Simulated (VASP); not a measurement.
Calculation: TPSS meta-GGA, VASP's PBE PAW potentials (set 64) (plane waves; VASP).

VASP input:

INCAR:
```
SYSTEM = Cd
PREC = Accurate
ENCUT = 520
EDIFF = 1E-7
NELM = 100
ALGO = Normal
LREAL = .FALSE.
LASPH = .TRUE.
ISMEAR = -5
METAGGA = TPSS
LMIXTAU = .TRUE.
LMAXMIX = 4
LWAVE = .FALSE.
LCHARG = .FALSE.
LORBIT = 11
NEDOS = 601
ISIF = 2
```

### KPOINTS
```
Automatic mesh
0
Gamma
16 16 8
0 0 0
```

**POSCAR**
```
Cd
1
    1.5018165724    -2.6012229107     0.0000000000
    1.5018165724     2.6012229107     0.0000000000
   -0.0000000000    -0.0000000000     5.5016664020
Cd
2
Direct
  0.3333330000   0.6666670000   0.2500000000
  0.6666670000   0.3333330000   0.7500000000
```

File KPOINTS_OPT:
```
k-points along high-symmetry lines
6
Line-mode
Reciprocal
  0.000000   0.000000   0.000000 ! GAMMA
 -0.000000   0.500000   0.000000 ! M

 -0.000000   0.500000   0.000000 ! M
 -0.333333   0.666667   0.000000 ! K

 -0.333333   0.666667   0.000000 ! K
  0.000000   0.000000   0.000000 ! GAMMA

  0.000000   0.000000   0.000000 ! GAMMA
  0.000000   0.000000   0.500000 ! A

  0.000000   0.000000   0.500000 ! A
 -0.000000   0.500000   0.500000 ! L

 -0.000000   0.500000   0.500000 ! L
 -0.333333   0.666667   0.500000 ! H

 -0.333333   0.666667   0.500000 ! H
  0.000000   0.000000   0.500000 ! A

 -0.000000   0.500000   0.500000 ! L
 -0.000000   0.500000   0.000000 ! M

 -0.333333   0.666667   0.500000 ! H
 -0.333333   0.666667   0.000000 ! K
```

POTCAR, in this order: Cd (PBE.64 set). Program: vasp_std.

### Question
What will the output report for the number of irreducible k-points (NKPTS), largest plane-wave count, number of space-group operations, FFT grid (NGX, NGY, NGZ)?

### Answer

```yaml
number of irreducible k-points (NKPTS): 150
largest_plane_wave_count: 1185
number_of_space_group_operations: 24
FFT grid (NGX, NGY, NGZ): 24 × 24 × 42
```

The compound is Cd in the hcp structure. It was relaxed first.
